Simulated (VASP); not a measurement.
Here is a VASP 6.6.1 calculation.

INCAR

```
SYSTEM = Ti2BN
PREC = Accurate
ENCUT = 520
EDIFF = 1E-6
ISMEAR = 0
SIGMA = 0.1
LREAL = .FALSE.
LASPH = .TRUE.
NELM = 120
ALGO = Normal
ISIF = 3
LWAVE = .FALSE.
LCHARG = .FALSE.
GGA = PE
IBRION = 2
NSW = 90
EDIFFG = -0.01
KPAR = 4
```

The input KPOINTS:

```
Automatic mesh
0
G
  11 11 8
  0 0 0
```

The input POSCAR:

```
Ti2BN
1.0
    3.0930000000      0.0000000000      0.0000000000
    0.0000000000      3.0930000000      0.0000000000
    0.0000000000      0.0000000000      4.3650000000
Ti B N
2 1 1
Direct
    0.0000000000      0.0000000000      0.5000000000
    0.5000000000      0.5000000000      0.0000000000
    0.0000000000      0.0000000000      0.0000000000
    0.5000000000      0.5000000000      0.5000000000
```

Potentials or basis: VASP PAW PBE potentials, release 64 (Ti_sv, B, N).

Command:

```sh
$ cat potpaw_PBE.64/Ti_sv/POTCAR potpaw_PBE.64/B/POTCAR potpaw_PBE.64/N/POTCAR > POTCAR
$ mpirun -np 4 vasp_std > vasp.out
```

Question: What does it give for the space group after relaxing (to 0.05 Å)?

Answer: P4/mmm (No. 123).

Question: Predict the relaxed cell.

Answer: a = 3.092 Å, b = 3.092 Å, c = 4.359 Å, α = 90.00°, β = 90.00°, γ = 90.00°.

Step by step:
```
step  energy change (eV)  largest force (eV/Å)  pressure (GPa)  volume (Å³)
   1              0.0000                0.0000           -0.35        41.76
   2             -0.0001                0.0000            0.34        41.62
   3             -0.0002                0.0000            0.10        41.68
   4             -0.0002                0.0000            0.08        41.68
```
